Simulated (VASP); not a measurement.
Output of a VASP run:

### OSZICAR
```
       N       E                     dE             d eps       ncg     rms          rms(c)
DAV:   1     0.725900302242E+02    0.72590E+02   -0.79558E+03   528   0.149E+03
DAV:   2    -0.319801023171E+01   -0.75788E+02   -0.73885E+02   560   0.284E+02
DAV:   3    -0.868683677622E+01   -0.54888E+01   -0.54422E+01   650   0.699E+01
DAV:   4    -0.878574175419E+01   -0.98905E-01   -0.98860E-01   586   0.106E+01
DAV:   5    -0.878875967553E+01   -0.30179E-02   -0.30179E-02   674   0.158E+00    0.345E+00
DAV:   6    -0.869574957735E+01    0.93010E-01   -0.86690E-02   711   0.525E+00    0.203E+00
DAV:   7    -0.865785422555E+01    0.37895E-01   -0.66473E-02   575   0.218E+00    0.303E-01
DAV:   8    -0.865756642811E+01    0.28780E-03   -0.50914E-03   638   0.104E+00    0.978E-02
DAV:   9    -0.865764361550E+01   -0.77187E-04   -0.38689E-04   601   0.187E-01    0.371E-02
DAV:  10    -0.865763816441E+01    0.54511E-05   -0.19578E-05   633   0.377E-02    0.121E-02
DAV:  11    -0.865764156898E+01   -0.34046E-05   -0.42427E-06   578   0.222E-02    0.464E-03
DAV:  12    -0.865764154311E+01    0.25868E-07   -0.19674E-07   555   0.396E-03    0.113E-03
DAV:  13    -0.865764155546E+01   -0.12351E-07   -0.25460E-08   625   0.220E-03    0.610E-04
DAV:  14    -0.865764155632E+01   -0.85493E-09   -0.85078E-10   315   0.306E-04
   1 F= -.86576416E+01 E0= -.86576057E+01  d E =-.865764E+01
```

File OUTCAR:
```
------------------------ aborting loop because EDIFF is reached ----------------------------------------
  FORCE on cell =-STRESS in cart. coord.  units (eV):
  Direction    XX          YY          ZZ          XY          YZ          ZX
  --------------------------------------------------------------------------------------
  Total        0.0011416      0.0011416      0.0011416     -0.0000000     -0.0000000     -0.0000000
  in kB        0.0330512      0.0330512      0.0330512     -0.0000000     -0.0000000     -0.0000000
  external PRESSURE =       0.0330512 kB  Pullay stress =       0.0000000 kB
  volume of cell :       55.34
      direct lattice vectors                 reciprocal lattice vectors
     0.000000000  3.024614705  3.024614705    -0.165310312  0.165310312  0.165310312
     3.024614705  0.000000000  3.024614705     0.165310312 -0.165310312  0.165310312
     3.024614705  3.024614705  0.000000000     0.165310312  0.165310312 -0.165310312
  FREE ENERGIE OF THE ION-ELECTRON SYSTEM (eV)
  ---------------------------------------------------
  free  energy   TOTEN  =        -8.6576415563 eV

  energy  without entropy=       -8.6575699063  energy(sigma->0) =       -8.65760573

 reached required accuracy - stopping structural energy minimisation
```
(Selected blocks of OUTCAR.)

File POSCAR:
```
GaSb
1
    0.0000000000     3.0246147048     3.0246147048
    3.0246147048     0.0000000000     3.0246147048
    3.0246147048     3.0246147048     0.0000000000
Ga Sb
1 1
Direct
  0.0000000000   0.0000000000   0.0000000000
  0.7500000000   0.7500000000   0.7500000000
```

Problem. Write an INCAR and KPOINTS that could have produced this output.

Solution. Several could match; the one computed here: the input of the run itself, LDA (Ceperley-Alder, Perdew-Zunger), plane waves, VASP's LDA PAW potentials (set 64).

File KPOINTS:
```
Automatic mesh
0
Gamma
7 7 7
0 0 0
```

**INCAR**
```
! general
SYSTEM =GaSb
PREC   =Accurate
ENCUT  =400
LREAL  =.False.
LASPH  =.True.

! electronic loop
EDIFF  =1E-8
NELM   =100
ALGO   =Normal
LMAXMIX=4

! smearing
ISMEAR =0
SIGMA  =0.05

! ions
IBRION =1
NSW    =30
ISIF   =2
EDIFFG =-0.001

! output
LWAVE  =.False.
LCHARG =.False.
```

POTCAR, in this order: Ga_d Sb (LDA.64 set). Program: vasp_std.

The structure comes from a computed database's GaSb entry (F-43m); how it stands against other phases isn't given here. It was relaxed first. The start is the result of an earlier pass.
